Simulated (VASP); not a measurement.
Output of a VASP run:

**OSZICAR**
```
...
DAV:  10    -0.846638304698E+01    0.63826E-05   -0.29633E-05  2795   0.572E-02    0.475E-02
DAV:  11    -0.846638399386E+01   -0.94689E-06   -0.26326E-06  2015   0.173E-02
   1 F= -.84663840E+01 E0= -.84673920E+01  d E =-.846638E+01
       N       E                     dE             d eps       ncg     rms          rms(c)
DAV:   1    -0.859921583069E+01   -0.13283E+00   -0.24610E+00  2256   0.146E+01    0.226E+00
DAV:   2    -0.851886629858E+01    0.80350E-01   -0.22400E-01  2541   0.712E+00    0.939E-01
DAV:   3    -0.847974643300E+01    0.39120E-01   -0.75141E-02  2591   0.329E+00    0.318E-01
DAV:   4    -0.847842868096E+01    0.13178E-02   -0.81856E-03  2751   0.109E+00    0.222E-01
DAV:   5    -0.847844145807E+01   -0.12777E-04   -0.64501E-04  2550   0.274E-01    0.256E-02
DAV:   6    -0.847842819544E+01    0.13263E-04   -0.56963E-05  2890   0.103E-01    0.189E-02
DAV:   7    -0.847842836365E+01   -0.16822E-06   -0.69574E-06  2580   0.299E-02
   2 F= -.84784284E+01 E0= -.84794006E+01  d E =-.120444E-01
       N       E                     dE             d eps       ncg     rms          rms(c)
DAV:   1    -0.848227800455E+01   -0.38498E-02   -0.68488E-02  2308   0.251E+00    0.368E-01
DAV:   2    -0.848002792086E+01    0.22501E-02   -0.60209E-03  2479   0.112E+00    0.156E-01
DAV:   3    -0.847894335022E+01    0.10846E-02   -0.21838E-03  2586   0.557E-01    0.545E-02
DAV:   4    -0.847891763250E+01    0.25718E-04   -0.20672E-04  2741   0.172E-01    0.393E-02
DAV:   5    -0.847892345555E+01   -0.58230E-05   -0.17797E-05  2475   0.446E-02    0.429E-03
DAV:   6    -0.847892286293E+01    0.59262E-06   -0.88436E-07  1177   0.178E-02
   3 F= -.84789229E+01 E0= -.84799404E+01  d E =-.125389E-01
       N       E                     dE             d eps       ncg     rms          rms(c)
DAV:   1    -0.847894972144E+01   -0.26266E-04   -0.63679E-04  2283   0.247E-01    0.377E-02
DAV:   2    -0.847892819727E+01    0.21524E-04   -0.60081E-05  2609   0.111E-01    0.156E-02
DAV:   3    -0.847891760553E+01    0.10592E-04   -0.20040E-05  2616   0.538E-02    0.530E-03
DAV:   4    -0.847891741212E+01    0.19341E-06   -0.13364E-06  1109   0.179E-02
   4 F= -.84789174E+01 E0= -.84799390E+01  d E =-.125334E-01
       N       E                     dE             d eps       ncg     rms          rms(c)
DAV:   1    -0.847993171432E+01   -0.10141E-02   -0.36572E-02  2349   0.174E+00    0.131E-01
DAV:   2    -0.847950277155E+01    0.42894E-03   -0.11661E-03  2636   0.465E-01    0.791E-02
DAV:   3    -0.847927143291E+01    0.23134E-03   -0.29001E-04  2961   0.181E-01    0.390E-02
DAV:   4    -0.847927165454E+01   -0.22163E-06   -0.41182E-05  2648   0.539E-02    0.231E-02
DAV:   5    -0.847927253596E+01   -0.88142E-06   -0.16785E-06  1402   0.179E-02
   5 F= -.84792725E+01 E0= -.84803214E+01  d E =-.355124E-03
       N       E                     dE             d eps       ncg     rms          rms(c)
DAV:   1    -0.847978697509E+01   -0.51532E-03   -0.24311E-02  2326   0.142E+00    0.107E-01
DAV:   2    -0.847950658038E+01    0.28039E-03   -0.80557E-04  2658   0.395E-01    0.641E-02
DAV:   3    -0.847935251045E+01    0.15407E-03   -0.19601E-04  2993   0.149E-01    0.304E-02
DAV:   4    -0.847935280122E+01   -0.29076E-06   -0.27073E-05  2640   0.436E-02    0.186E-02
DAV:   5    -0.847935352520E+01   -0.72399E-06   -0.89820E-07  1152   0.141E-02
   6 F= -.84793535E+01 E0= -.84804281E+01  d E =-.436113E-03
```

OUTCAR:
```
------------------------ aborting loop because EDIFF is reached ----------------------------------------
  FORCE on cell =-STRESS in cart. coord.  units (eV):
  Direction    XX          YY          ZZ          XY          YZ          ZX
  --------------------------------------------------------------------------------------
  Total        0.0079219      0.0079219      0.0092458      0.0000000     -0.0000000      0.0000000
  in kB        0.1965463      0.1965463      0.2293938      0.0000000     -0.0000000      0.0000000
  external PRESSURE =       0.2074955 kB  Pullay stress =       0.0000000 kB
  volume of cell :       64.58
      direct lattice vectors                 reciprocal lattice vectors
     1.820149966 -3.152592276  0.000000000     0.274702640 -0.158599640 -0.000000000
     1.820149966  3.152592276 -0.000000000     0.274702640  0.158599640  0.000000000
    -0.000000000 -0.000000000  5.626901104     0.000000000  0.000000000  0.177717714
 POSITION                                       TOTAL-FORCE (eV/Angst)
 -----------------------------------------------------------------------------------
      1.82015      1.05087      1.40673        -0.000000     -0.000000      0.000000
      1.82015     -1.05087      4.22018         0.000000      0.000000      0.000000
 -----------------------------------------------------------------------------------
    total drift:                               -0.000003      0.000093     -0.000011
  FREE ENERGIE OF THE ION-ELECTRON SYSTEM (eV)
  ---------------------------------------------------
  free  energy   TOTEN  =        -8.4793535252 eV

  energy  without entropy=       -8.4825771072  energy(sigma->0) =       -8.48042805

 reached required accuracy - stopping structural energy minimisation
```
(Selected blocks of OUTCAR.)

**POSCAR**
```
Ho
1
    1.7900000000    -3.1003710000     0.0000000000
    1.7900000000     3.1003710000     0.0000000000
    0.0000000000     0.0000000000     5.6200000000
Ho
2
Direct
  0.3333330000   0.6666670000   0.2500000000
  0.6666670000   0.3333330000   0.7500000000
```

Problem. Write an INCAR and KPOINTS that could have produced this output.

Solution. One answer among several that fit: the input of the run itself, revPBE GGA, plane waves, VASP's PBE PAW potentials (set 64).

**KPOINTS**
```
K-points
0
G
  11 11 6
```

### INCAR
```
# general
SYSTEM  = Ho
PREC    = Accurate
ENCUT   = 520
LREAL   = .False.
LASPH   = .True.

# electronic loop
EDIFF   = 1E-6
NELM    = 100
ALGO    = Normal
LMAXMIX = 6

# smearing
ISMEAR  = 1
SIGMA   = 0.1

# functional
GGA     = RE

# ions
IBRION  = 2
NSW     = 60
ISIF    = 3
EDIFFG  = -0.01

# output
LWAVE   = .False.
LCHARG  = .False.
```

POTCAR, in this order: Ho_3 (PBE.64 set). Program: vasp_std.

The 4f electrons are frozen in the core of the lanthanide potential, so 4f levels, which can set the real gap, and their magnetism are missing. Energy and stress use the plane-wave basis of the starting cell.

The compound is Ho in the hcp structure. This run relaxes it. Symmetry was kept, so distortions that lower it aren't found.
